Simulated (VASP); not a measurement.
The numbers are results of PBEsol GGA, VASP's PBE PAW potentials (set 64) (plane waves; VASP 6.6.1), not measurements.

The input files of a VASP run:

INCAR:
```
SYSTEM  =  AlGaN2
EDIFF  =  1E-6   ! SCF stop (eV)
ALGO  =  Normal
LWAVE  =  .FALSE.
ENCUT  =  520   ! plane-wave cut-off (eV)
LREAL  =  .FALSE.   ! projection in real space or not
LMAXMIX  =  4
ISMEAR  =  0
GGA  =  PS   ! PBEsol
PREC  =  Accurate
IBRION  =  2   ! conjugate gradients
NELM  =  100
LASPH  =  .TRUE.   ! aspherical one-centre terms
SIGMA  =  0.05   ! width (eV)
EDIFFG  =  -0.02   ! ionic stop
NSW  =  60   ! most ionic steps
LCHARG  =  .FALSE.
ISIF  =  3
```

**KPOINTS**
```
Automatic mesh
0
Gamma
6 6 5
0 0 0
```

File POSCAR:
```
AlGaN2
1
    3.1441054477     0.0000000000     0.0000000000
    0.0000000000     3.1441054477     0.0000000000
    0.0000000000     0.0000000000     4.4231803760
Al Ga N
1 1 2
Direct
  0.5000000000   0.5000000000   0.5000000000
  1.0000000000   1.0000000000   0.0000000000
  0.5000000000   1.0000000000   0.7399616232
  0.0000000000   0.5000000000   0.2600383768
```

POTCAR, in this order: Al Ga_d N (PBE.64 set). Program: vasp_std.

What VASP printed:

### OSZICAR
```
       N       E                     dE             d eps       ncg     rms          rms(c)
DAV:   1     0.168655302047E+03    0.16866E+03   -0.13573E+04  1060   0.225E+03
DAV:   2    -0.170086979642E+02   -0.18566E+03   -0.17937E+03  1220   0.408E+02
DAV:   3    -0.324790653853E+02   -0.15470E+02   -0.15343E+02  1222   0.115E+02
DAV:   4    -0.328653761752E+02   -0.38631E+00   -0.38587E+00  1444   0.182E+01
DAV:   5    -0.328706859298E+02   -0.53098E-02   -0.53075E-02  1275   0.183E+00    0.110E+01
DAV:   6    -0.287427030464E+02    0.41280E+01   -0.18314E+01  1598   0.615E+01    0.382E+00
DAV:   7    -0.287683783435E+02   -0.25675E-01   -0.11560E+00  1110   0.102E+01    0.267E+00
DAV:   8    -0.287393756836E+02    0.29003E-01   -0.21860E-01  1502   0.639E+00    0.845E-01
DAV:   9    -0.287258143488E+02    0.13561E-01   -0.55561E-02  1511   0.402E+00    0.360E-01
DAV:  10    -0.287257526217E+02    0.61727E-04   -0.51414E-03  1225   0.607E-01    0.140E-01
DAV:  11    -0.287257575223E+02   -0.49006E-05   -0.69779E-04  1667   0.434E-01    0.215E-02
DAV:  12    -0.287257690345E+02   -0.11512E-04   -0.95084E-05  1087   0.912E-02    0.120E-02
DAV:  13    -0.287257696718E+02   -0.63728E-06   -0.41478E-06  1363   0.359E-02
   1 F= -.28725770E+02 E0= -.28725770E+02  d E =-.287258E+02
       N       E                     dE             d eps       ncg     rms          rms(c)
DAV:   1    -0.287277383365E+02   -0.19693E-02   -0.42291E-02  1333   0.465E+00    0.273E-01
DAV:   2    -0.287261331000E+02    0.16052E-02   -0.43540E-03  1361   0.191E+00    0.115E-01
DAV:   3    -0.287258264141E+02    0.30669E-03   -0.51518E-04  1560   0.783E-01    0.367E-02
DAV:   4    -0.287257754921E+02    0.50922E-04   -0.14125E-04  1452   0.152E-01    0.802E-03
DAV:   5    -0.287257754669E+02    0.25178E-07   -0.14970E-05  1096   0.360E-02    0.657E-03
DAV:   6    -0.287257753543E+02    0.11267E-06   -0.54929E-07   583   0.645E-03
   2 F= -.28725775E+02 E0= -.28725775E+02  d E =-.568243E-05
       N       E                     dE             d eps       ncg     rms          rms(c)
DAV:   1    -0.287263058043E+02   -0.53034E-03   -0.97017E-03  1333   0.223E+00    0.130E-01
DAV:   2    -0.287259398477E+02    0.36596E-03   -0.99107E-04  1377   0.911E-01    0.550E-02
DAV:   3    -0.287258690934E+02    0.70754E-04   -0.11771E-04  1533   0.378E-01    0.176E-02
DAV:   4    -0.287258572251E+02    0.11868E-04   -0.33692E-05  1455   0.718E-02    0.391E-03
DAV:   5    -0.287258571232E+02    0.10186E-06   -0.32096E-06   826   0.169E-02
   3 F= -.28725857E+02 E0= -.28725857E+02  d E =-.874514E-04
```

File OUTCAR:
```
------------------------ aborting loop because EDIFF is reached ----------------------------------------
  FORCE on cell =-STRESS in cart. coord.  units (eV):
  Direction    XX          YY          ZZ          XY          YZ          ZX
  --------------------------------------------------------------------------------------
  Total       -0.0028681     -0.0028681      0.0032255      0.0000000      0.0000000     -0.0000000
  in kB       -0.1052787     -0.1052787      0.1183982      0.0000000      0.0000000     -0.0000000
  external PRESSURE =      -0.0307198 kB  Pullay stress =       0.0000000 kB
  volume of cell :       43.65
      direct lattice vectors                 reciprocal lattice vectors
     3.142165145  0.000000000  0.000000000     0.318251891  0.000000000  0.000000000
     0.000000000  3.142165145  0.000000000     0.000000000  0.318251891  0.000000000
     0.000000000  0.000000000  4.420842412    -0.000000000  0.000000000  0.226201232
 POSITION                                       TOTAL-FORCE (eV/Angst)
 -----------------------------------------------------------------------------------
      1.57108      1.57108      2.21042        -0.000000     -0.000000      0.000000
      0.00000      0.00000      0.00000        -0.000000      0.000000      0.000000
      1.57108      0.00000      3.27063        -0.000000      0.000000     -0.009521
      0.00000      1.57108      1.15021         0.000000      0.000000      0.009521
 -----------------------------------------------------------------------------------
    total drift:                                0.000000      0.000000     -0.000000
  FREE ENERGIE OF THE ION-ELECTRON SYSTEM (eV)
  ---------------------------------------------------
  free  energy   TOTEN  =       -28.7258571232 eV

  energy  without entropy=      -28.7258571232  energy(sigma->0) =      -28.72585712

 reached required accuracy - stopping structural energy minimisation
```
(Selected blocks of OUTCAR.)

### CONTCAR
```
AlGaN2
   1.00000000000000
     3.1421651452454791    0.0000000000000000    0.0000000000000000
     0.0000000000000000    3.1421651452454791    0.0000000000000000
     0.0000000000000000    0.0000000000000000    4.4208424115082927
  Al              Ga              N
     1     1     2
Direct
     0.5000000000000000    0.5000000000000000    0.5000000000000000
     0.0000000000000000    0.0000000000000000    0.0000000000000000
     0.5000000000000000    0.0000000000000000    0.7398202418899761
     0.0000000000000000    0.5000000000000000    0.2601797581100240
```

The structure comes from a computed database's AlGaN2 entry (P-4m2); how it stands against other phases isn't given here. This run relaxes it. Symmetry was kept, so distortions that lower it aren't found. The start is the result of an earlier pass.
